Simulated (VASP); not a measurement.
# Ta4NiO11 (Cmmm) in VASP: notebook

One crystal, Ta4NiO11, is run at these levels: PBE; tasks: band structure, density of states, optical spectrum, electric field gradients.

Program: VASP 6.6.1. These are calculated values, not measurements. Logs are shortened: lines on timing, memory, paths and dates and some standing lists are left out, and cuts for length are marked.

## Step 1: The structure

It takes space group Cmmm (No. 65, orthorhombic). The conventional cell has a = 3.910 Å, b = 29.659 Å, c = 3.886 Å, α = 90.00°, β = 90.00°, γ = 90.00°. Ta (site symmetry m2m) has 5 O at 1.91 to 2.02 Å as nearest neighbours. Ta (site symmetry m2m) has 5 O at 1.91 to 1.99 Å as nearest neighbours. Ni (site symmetry mmm) has 4 O at 1.88 to 1.95 Å as nearest neighbours. O (site symmetry m2m) has 2 Ta at 1.91 Å as nearest neighbours. O (site symmetry m2m) is surrounded by 3 Ta at 2.02 to 2.21 Å. O (site symmetry m2m) is surrounded by 1 Ni at 1.88 Å and 2 Ta at 1.99 Å. Around O (site symmetry mmm) lie 2 Ni at 1.95 Å and 2 Ta at 2.24 Å. Around O (site symmetry m2m) lie 2 Ta at 1.95 Å.

The cell was built by a generator and needn't be a form met in nature.

## Step 2: Band structure, PBE, collinear spin, ferromagnetic start

INCAR

```
SYSTEM = Ta4NiO11
PREC = Accurate
ENCUT = 520
EDIFF = 1E-6
ISMEAR = -1
SIGMA = 0.05
LREAL = .FALSE.
LASPH = .TRUE.
NELM = 150
ALGO = Normal
ISIF = 2
LWAVE = .FALSE.
LCHARG = .FALSE.
ISPIN = 2
MAGMOM = 0 0 0 0 1 0 0 0 0 0 0 0 0 0 0 0
LORBIT = 11
LMAXMIX = 4
GGA = PE
KPAR = 4
```

KPOINTS

```
Automatic mesh
0
G
  7 7 7
  0 0 0
```

POSCAR

```
Ta4NiO11
1.0
    1.9549500000    -14.8297300000      0.0000000000
    1.9549500000     14.8297300000      0.0000000000
    0.0000000000      0.0000000000      3.8859000000
Ta Ni O
4 1 11
Direct
    0.2043700000      0.7956300000      0.0000000000
    0.9245100000      0.0754900000      0.0000000000
    0.0754900000      0.9245100000      0.0000000000
    0.7956300000      0.2043700000      0.0000000000
    0.5000000000      0.5000000000      0.0000000000
    0.1398700000      0.8601300000      0.0000000000
    0.7210700000      0.2789300000      0.0000000000
    0.4364500000      0.5635500000      0.0000000000
    0.5635500000      0.4364500000      0.0000000000
    0.0000000000      0.0000000000      0.0000000000
    0.8601300000      0.1398700000      0.0000000000
    0.2789300000      0.7210700000      0.0000000000
    0.9279000000      0.0721000000      0.5000000000
    0.0721000000      0.9279000000      0.5000000000
    0.7943600000      0.2056400000      0.5000000000
    0.2056400000      0.7943600000      0.5000000000
```

KPOINTS_OPT

```
path GXSRAZGYX1A1TY,ZT
20
line-mode
reciprocal
 0.0000000000  0.0000000000  0.0000000000  G
 0.2543445503  0.2543445503  0.0000000000  X

 0.2543445503  0.2543445503  0.0000000000  X
 0.0000000000  0.5000000000  0.0000000000  S

 0.0000000000  0.5000000000  0.0000000000  S
 0.0000000000  0.5000000000  0.5000000000  R

 0.0000000000  0.5000000000  0.5000000000  R
 0.2543445503  0.2543445503  0.5000000000  A

 0.2543445503  0.2543445503  0.5000000000  A
 0.0000000000  0.0000000000  0.5000000000  Z

 0.0000000000  0.0000000000  0.5000000000  Z
 0.0000000000  0.0000000000  0.0000000000  G

 0.0000000000  0.0000000000  0.0000000000  G
-0.5000000000  0.5000000000  0.0000000000  Y

-0.5000000000  0.5000000000  0.0000000000  Y
-0.2543445503  0.7456554497  0.0000000000  X1

-0.2543445503  0.7456554497  0.0000000000  X1
-0.2543445503  0.7456554497  0.5000000000  A1

-0.2543445503  0.7456554497  0.5000000000  A1
-0.5000000000  0.5000000000  0.5000000000  T

-0.5000000000  0.5000000000  0.5000000000  T
-0.5000000000  0.5000000000  0.0000000000  Y

 0.0000000000  0.0000000000  0.5000000000  Z
-0.5000000000  0.5000000000  0.5000000000  T
```

Potentials or basis: VASP PAW PBE potentials, release 64 (Ta_pv, Ni, O).

Started as:

```sh
> cat potpaw_PBE.64/Ta_pv/POTCAR potpaw_PBE.64/Ni/POTCAR potpaw_PBE.64/O/POTCAR > POTCAR
> mpirun -np 4 vasp_std > vasp.out
```

OUTCAR:

```text
SYSTEM = Ta4NiO11
   PREC = Accurate
   ENCUT = 520
   EDIFF = 1E-6
   ISMEAR = -1
   LREAL = .FALSE.
   LASPH = .TRUE.
   NELM = 150
   ISIF = 2
   ISPIN = 2
   LORBIT = 11
   GGA = PE

 ion  position               nearest neighbor table
   1  0.204  0.796  0.000-   6 1.91  16 1.94  16 1.94   7 2.02   7 2.02  12 2.21   4 3.34   4 3.34

   2  0.925  0.075  0.000-  11 1.91  13 1.95  13 1.95   8 1.99   8 1.99  10 2.24   5 2.97   5 2.97

   3  0.075  0.925  0.000-   6 1.91  14 1.95  14 1.95   9 1.99   9 1.99  10 2.24   5 2.97   5 2.97
[... 5 lines left out ...]
   6  0.140  0.860  0.000-   3 1.91   1 1.91
   7  0.721  0.279  0.000-   1 2.02   1 2.02   4 2.21
   8  0.436  0.564  0.000-   5 1.88   2 1.99   2 1.99
   9  0.564  0.436  0.000-   5 1.88   3 1.99   3 1.99
  10  0.000  0.000  0.000-   5 1.95   5 1.95   2 2.24   3 2.24
  11  0.860  0.140  0.000-   2 1.91   4 1.91
  12  0.279  0.721  0.000-   4 2.02   4 2.02   1 2.21
  13  0.928  0.072  0.500-   2 1.95   2 1.95
  14  0.072  0.928  0.500-   3 1.95   3 1.95
  15  0.794  0.206  0.500-   4 1.94   4 1.94
  16  0.206  0.794  0.500-   1 1.94   1 1.94

  LATTYP: Found a base centered orthorhombic cell.
 ALAT       =     3.9099000000
 B/A-ratio  =     7.5857336505
 C/A-ratio  =     0.9938617356

  Lattice vectors:

 A1 = (   1.9549500000, -14.8297300000,   0.0000000000)
 A2 = (   1.9549500000,  14.8297300000,   0.0000000000)
 A3 = (   0.0000000000,   0.0000000000,   3.8859000000)

Analysis of symmetry for initial positions (statically):
=====================================================================
 Subroutine PRICEL returns:
 Original cell was already a primitive cell.

 Routine SETGRP: Setting up the symmetry group for a
 base centered orthorhombic supercell.

 Subroutine GETGRP returns: Found  8 space group operations
 (whereof  8 operations were pure point group operations)
 out of a pool of  8 trial point group operations.

The static configuration has the point symmetry D_2h.

Analysis of symmetry for dynamics (positions and initial velocities):
=====================================================================
 Subroutine PRICEL returns:
 Original cell was already a primitive cell.

 Routine SETGRP: Setting up the symmetry group for a
 base centered orthorhombic supercell.

 Subroutine GETGRP returns: Found  8 space group operations
 (whereof  8 operations were pure point group operations)
 out of a pool of  8 trial point group operations.

The dynamic configuration has the point symmetry D_2h.

Analysis of structural, dynamic, and magnetic symmetry:
=====================================================================
 Subroutine PRICEL returns:
 Original cell was already a primitive cell.

 Routine SETGRP: Setting up the symmetry group for a
 base centered orthorhombic supercell.

 Subroutine GETGRP returns: Found  8 space group operations
 (whereof  8 operations were pure point group operations)
 out of a pool of  8 trial point group operations.

The overall configuration has the point symmetry D_2h.

 Subroutine INISYM returns: Found  8 space group operations
 (whereof  8 operations are pure point group operations),
 and found     1 'primitive' translations

----------------------------------------------------------------------------------------

                                     Primitive cell

  volume of cell :     225.3152

  direct lattice vectors                    reciprocal lattice vectors
     1.954950000-14.829730000  0.000000000     0.255761017 -0.033716056  0.000000000
     1.954950000 14.829730000  0.000000000     0.255761017  0.033716056  0.000000000
     0.000000000  0.000000000  3.885900000     0.000000000  0.000000000  0.257340642

  length of vectors
    14.958032002 14.958032002  3.885900000     0.257973778  0.257973778  0.257340642

  position of ions in fractional coordinates (direct lattice)
     0.204370000  0.795630000  0.000000000
     0.924510000  0.075490000  0.000000000
     0.075490000  0.924510000  0.000000000
     0.795630000  0.204370000  0.000000000
     0.500000000  0.500000000  0.000000000
     0.139870000  0.860130000  0.000000000
[... 8 lines left out ...]
     0.794360000  0.205640000  0.500000000
     0.205640000  0.794360000  0.500000000

[... 77 lines left out ...]
   ions per type =               4   1  11
   NGX,Y,Z   is equivalent  to a cutoff of  12.45, 12.45, 12.83 a.u.
   NGXF,Y,Z  is equivalent  to a cutoff of  24.90, 24.90, 25.67 a.u.
 SYSTEM =  Ta4NiO11
   PREC   = accura    normal or accurate (medium, high low for compatibility)
   ISTART =      0    job   : 0-new  1-cont  2-samecut
   ICHARG =      2    charge: 1-file 2-atom 10-const
   ISPIN  =      2    spin polarized calculation?
   LNONCOLLINEAR =      F non collinear calculations
   LSORBIT =      F    spin-orbit coupling
   LASPH  =      T    aspherical Exc in radial PAW
   ENCUT  =  520.0 eV  38.22 Ry    6.18 a.u.  27.81 27.81  7.23*2*pi/ulx,y,z
   NELM   =    150;   NELMIN=  2; NELMDL= -5     # of ELM steps
   EDIFF  = 0.1E-05   stopping-criterion for ELM
   LREAL  =      F    real-space projection
   EDIFFG = 0.1E-04   stopping-criterion for IOM
   NSW    =      0    number of steps for IOM
   IBRION =     -1    ionic relax: 0-MD 1-quasi-New 2-CG
   NFREE  =      0    steps in history (QN), initial steepest desc. (CG)
   ISIF   =      2    stress and relaxation
   ISYM   =      2    0-nonsym 1-usesym 2-fastsym
   POTIM  = 0.5000    time-step for ionic-motion
   TEBEG  =    0.0;   TEEND  =   0.0 temperature during run
   PSTRESS=    0.0 pullay stress
   NELECT =     120.0000    total number of electrons
   NUPDOWN=      -1.0000    fix difference up-down
   EMIN   =  10.00;   EMAX   =-10.00  energy-range for DOS
   EFERMI =   0.00;   METHOD = LEGACY
   ISMEAR =    -1;   SIGMA  =   0.05  broadening in eV -4-tet -1-fermi 0-gaus
   EFERMI_NEDOS =   21; number of points for ismear=-14 and -15
   IALGO  =     38    algorithm
   IMIX   =      4    mixing-type and parameters
     AMIX     =   0.40;   BMIX     =  1.00
     AMIX_MAG =   1.60;   BMIX_MAG =  1.00
  volume/ion in A,a.u.               =      14.08        95.03
  Fermi-wavevector in a.u.,A,eV,Ry     =   1.327003  2.507671 23.958984  1.760936
  Thomas-Fermi vector in A             =   2.456347
   LORBIT       =     11    0 simple, 1 ext, 2 COOP (PROOUT), +10 PAW based schemes
   GGA     = PE    functional components
   LHFCALC =     F    Hartree Fock is set to
   AEXX    =    0.0000 exact exchange contribution
   IVDW    =     0    specifies the selected vdW correction
   LEPSILON=     F    determine dielectric tensor
   LRPA    =     F    only Hartree local field effects (RPA)
 spin polarized calculation
  energy-cutoff  :      520.00
  volume of cell :      225.32
 maximum number of plane-waves:      6093
   NGX = 55   NGY = 55   NGZ = 15

 number of electron     120.0000036 magnetization       0.1524022

 number of electron     120.0000038 magnetization      -0.8544442

 Free energy of the ion-electron system (eV)
  ---------------------------------------------------
  ext. energy  EPLUGINS =         0.00000000
  ---------------------------------------------------
  free energy    TOTEN  =      -147.91287956 eV

  energy without entropy =     -147.89969548  energy(sigma->0) =     -147.90628752

 E-fermi :   2.0197     XC(G=0):  -9.7890

 val. band max:        2.0185460761   @ k =   0.1429   0.1429   0.2857
 cond. band min:       2.3089214607   @ k =   0.2857   0.1429   0.0000
 fundamental gap:      0.2903753846
 Fermi energy:         2.0197359824

 spin component 1

 k-point     1 :       0.0000    0.0000    0.0000
  band No.  band energies     occupation
      1     -33.7503      1.00000
      2     -33.6192      1.00000
      3     -33.6094      1.00000
      4     -33.5669      1.00000
      5     -33.5493      1.00000
      6     -33.5374      1.00000
[... 1789 lines left out ...]
     71       5.6598      0.00000
     72       5.6953      0.00000

 [... further k-points ...]

 spin component 2

 k-point     1 :       0.0000    0.0000    0.0000
  band No.  band energies     occupation
      1     -33.7502      1.00000
      2     -33.6187      1.00000
      3     -33.6094      1.00000
      4     -33.5657      1.00000
      5     -33.5492      1.00000
      6     -33.5364      1.00000
[... 1789 lines left out ...]
     71       5.6563      0.00000
     72       5.6907      0.00000

 [... further k-points ...]

 [bands above 72 left out]

------------------------ aborting loop because EDIFF is reached ----------------------------------------

  FORCE on cell =-STRESS in cart. coord.  units (eV):
  Direction    XX          YY          ZZ          XY          YZ          ZX
  --------------------------------------------------------------------------------------
  -------------------------------------------------------------------------------------
  Total        0.9313952      1.1950083      1.2192928      0.0000000      0.0000000      0.0000000
  in kB        6.6229892      8.4974963      8.6701789      0.0000000      0.0000000      0.0000000
  external PRESSURE =       7.9302215 kB  Pullay stress =       0.0000000 kB

 VOLUME and BASIS-vectors are now :
 -----------------------------------------------------------------------------
  energy-cutoff  :      520.00
  volume of cell :      225.32
      direct lattice vectors                 reciprocal lattice vectors
     1.954950000-14.829730000  0.000000000     0.255761017 -0.033716056  0.000000000
     1.954950000 14.829730000  0.000000000     0.255761017  0.033716056  0.000000000
     0.000000000  0.000000000  3.885900000     0.000000000  0.000000000  0.257340642

 POSITION                                       TOTAL-FORCE (eV/Angst)
 -----------------------------------------------------------------------------------
      1.95495      8.76823      0.00000         0.000000     -0.041151      0.000000
      1.95495    -12.59074      0.00000         0.000000     -0.045637     -0.000000
      1.95495     12.59074      0.00000         0.000000      0.045637      0.000000
      1.95495     -8.76823      0.00000         0.000000      0.041151     -0.000000
      1.95495      0.00000      0.00000         0.000000     -0.000000     -0.000000
      1.95495     10.68126      0.00000         0.000000     -0.009946     -0.000000
[... 8 lines left out ...]
      1.95495     -8.73056      1.94295         0.000000      0.001428     -0.000000
      1.95495      8.73056      1.94295         0.000000     -0.001428     -0.000000
 -----------------------------------------------------------------------------------
    total drift:                               -0.000000      0.000000      0.000000

  FREE ENERGIE OF THE ION-ELECTRON SYSTEM (eV)
  ---------------------------------------------------
  free  energy   TOTEN  =      -147.9128795607 eV

  energy  without entropy=     -147.8996954808  energy(sigma->0) =     -147.90628752

 total charge

# of ion       s       p       d       tot
------------------------------------------
    1        0.344   6.338   2.062   8.743
    2        0.350   6.348   2.076   8.774
    3        0.350   6.348   2.076   8.774
    4        0.344   6.338   2.062   8.743
    5        0.393   0.473   8.338   9.204
    6        1.569   3.528   0.000   5.097
[... 8 lines left out ...]
   15        1.571   3.513   0.000   5.084
   16        1.571   3.513   0.000   5.084
--------------------------------------------------
tot         19.002  64.552  16.613 100.167

 magnetization (x)

# of ion       s       p       d       tot
------------------------------------------
    1        0.000   0.000   0.000   0.000
    2        0.000   0.000   0.003   0.003
    3        0.000   0.000   0.003   0.003
    4        0.000   0.000   0.000   0.000
    5       -0.014  -0.004  -0.697  -0.714
    6        0.000   0.000   0.000   0.000
[... 8 lines left out ...]
   15       -0.000  -0.000   0.000  -0.000
   16       -0.000  -0.000   0.000  -0.000
--------------------------------------------------
tot         -0.026  -0.105  -0.692  -0.823
```

Wall time 66 min (4 MPI ranks of Intel Xeon 6975P-C (Granite Rapids), shared host); peak memory 2.6 GiB.

Results:

```
Free energy                                           : -147.9129 eV
Pressure                                              : 0.8 GPa
Largest force                                         : 0.080 eV/Å
Band gap along the path                               : none (metal or under the smearing width)
Net moment                                            : -0.85 μB per cell
Site moments                                          : Ta +0.00; Ni -0.71; O +0.00, -0.01, -0.09, -0.00 μB
Valence electrons inside the program's atomic spheres : Ta 8.74, 8.77; Ni 9.20; O 5.10, 5.11, 5.00, 5.08
```

Forces on the atoms (eV/Å):
```
Ta   0.000 -0.041  0.000
Ta   0.000 -0.046  0.000
Ta   0.000  0.046  0.000
Ta   0.000  0.041  0.000
Ni   0.000  0.000  0.000
O    0.000 -0.010  0.000
O    0.000  0.000  0.000
O    0.000  0.080  0.000
O    0.000 -0.080  0.000
O    0.000  0.000  0.000
O    0.000  0.010  0.000
O    0.000  0.000  0.000
O    0.000 -0.011  0.000
O    0.000  0.011  0.000
O    0.000  0.001  0.000
O    0.000 -0.001  0.000
```

Stress tensor (GPa, compression positive):
```
0.66 0.00 0.00
0.00 0.85 0.00
0.00 0.00 0.87
```

Caveat: spin-orbit coupling is left out, which moves the levels of the heavy elements; a cell with one magnetic atom can't hold antiferromagnetic order, which such compounds often take; semilocal functionals often make such compounds metallic where correlation or magnetic order opens a gap, which also shifts bond lengths.

## Step 3: Density of states, PBE, collinear spin, ferromagnetic start

POSCAR is that of step 2.

INCAR.step1

```
SYSTEM = Ta4NiO11
PREC = Accurate
ENCUT = 520
EDIFF = 1E-6
ISMEAR = -1
SIGMA = 0.05
LREAL = .FALSE.
LASPH = .TRUE.
NELM = 150
ALGO = Normal
ISIF = 2
LWAVE = .FALSE.
LCHARG = .TRUE.
ISPIN = 2
MAGMOM = 0 0 0 0 1 0 0 0 0 0 0 0 0 0 0 0
LMAXMIX = 4
GGA = PE
KPAR = 4
```

KPOINTS.step1

```
Automatic mesh
0
G
  7 7 7
  0 0 0
```

INCAR.step2

```
SYSTEM = Ta4NiO11
PREC = Accurate
ENCUT = 520
EDIFF = 1E-6
ISMEAR = -5
SIGMA = 0.05
LREAL = .FALSE.
LASPH = .TRUE.
NELM = 150
ALGO = Normal
ISIF = 2
LWAVE = .FALSE.
LCHARG = .FALSE.
ISPIN = 2
MAGMOM = 0 0 0 0 1 0 0 0 0 0 0 0 0 0 0 0
LORBIT = 11
LMAXMIX = 4
GGA = PE
KPAR = 4
NEDOS = 2001
ICHARG = 11
```

KPOINTS.step2

```
Automatic mesh
0
G
  11 11 11
  0 0 0
```

Potentials or basis: VASP PAW PBE potentials, release 64 (Ta_pv, Ni, O).

Started as:

```sh
> cat potpaw_PBE.64/Ta_pv/POTCAR potpaw_PBE.64/Ni/POTCAR potpaw_PBE.64/O/POTCAR > POTCAR
> cp INCAR.step1 INCAR
> cp KPOINTS.step1 KPOINTS
> mpirun -np 4 vasp_std > vasp.out
> cp INCAR.step2 INCAR
> cp KPOINTS.step2 KPOINTS
> mpirun -np 4 vasp_std > vasp.out
```

It took 59 min on 4 MPI ranks of Intel Xeon 6975P-C (Granite Rapids), shared host; peak memory 4.4 GiB.

The run converged. Its results:

| Property | Result |
| --- | --- |
| Net moment | -0.85 μB per cell |
| Site moments | Ta +0.00; Ni -0.65; O +0.00, -0.01, -0.08, -0.00 μB |
| Valence electrons inside the program's atomic spheres | Ta 8.74, 8.77; Ni 9.21; O 5.10, 4.99, 5.08 |

Levels at points of the mesh, in eV from the Fermi level:
Spin up:
```csv
k point,band 57,band 58,band 59,band 60,band 61,band 62,band 63,band 64
"(0.00, 0.00, 0.00)",-1.07,-0.93,-0.79,-0.28,0.31,1.04,1.32,1.36
```
Spin down:
```tsv
k point	band 58	band 59	band 60	band 61	band 62	band 63
(0.00, 0.00, 0.00)	-1.34	-1.28	-0.80	-0.63	1.04	1.32
```

States per cell in windows of 1 eV (zero at the Fermi level; states under -8 eV left out):
```tsv
from (eV)	up	down	Ni5_d_up	Ni5_d_down	Ta2_d_down	Ta3_d_down	Ta1_d_up	Ta4_d_up
-8.0	1.30	1.75	0.04	0.07	0.11	0.11	0.04	0.04
-7.0	4.84	5.01	0.06	0.10	0.29	0.29	0.30	0.30
-6.0	5.84	5.95	0.31	0.43	0.22	0.22	0.21	0.21
-5.0	6.20	6.17	0.17	0.17	0.18	0.18	0.19	0.19
-4.0	6.21	6.28	0.10	0.13	0.11	0.11	0.14	0.14
-3.0	5.29	5.59	0.17	0.33	0.07	0.07	0.06	0.06
-2.0	4.61	5.73	0.72	1.90	0.02	0.02	0.01	0.01
-1.0	2.96	2.07	2.36	1.40	0.01	0.01	0.00	0.00
0.0	0.88	0.72	0.64	0.38	0.02	0.02	0.00	0.00
1.0	1.57	1.02	0.31	0.00	0.16	0.16	0.22	0.22
2.0	3.28	3.20	0.10	0.03	0.52	0.52	0.58	0.58
3.0	4.15	4.21	0.02	0.02	0.71	0.71	0.64	0.64
4.0	3.22	3.20	0.02	0.01	0.49	0.49	0.49	0.49
5.0	0.56	0.54	0.00	0.00	0.08	0.08	0.09	0.09
6.0	0.00	0.00	0.00	0.00	0.00	0.00	0.00	0.00
```

Caveat: a cell with one magnetic atom can't hold antiferromagnetic order, which such compounds often take; semilocal functionals often make such compounds metallic where correlation or magnetic order opens a gap, which also shifts bond lengths; tetrahedron occupations give inexact forces and stress in metals.

[end of part 1 of 3]
